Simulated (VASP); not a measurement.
Calculation: PBE GGA, VASP's PBE PAW potentials (set 64) (plane waves; VASP). Each cell was relaxed at this level.

**Question.** Which of these has an unstable (imaginary) mode at Γ?
A. HfN, Fm-3m (225)
B. CoGa, Pm-3m (221)
C. As, R-3m (166)
D. PbO2, P4_2/mnm (136)

**Answer.** D, PbO2, P4_2/mnm (136). Its optical Γ-point modes are 60i, 84, 129 (×2), 164 (×2), 250, 351 (×2), 355, 438, 453 (×2), 481, 583 cm⁻¹.
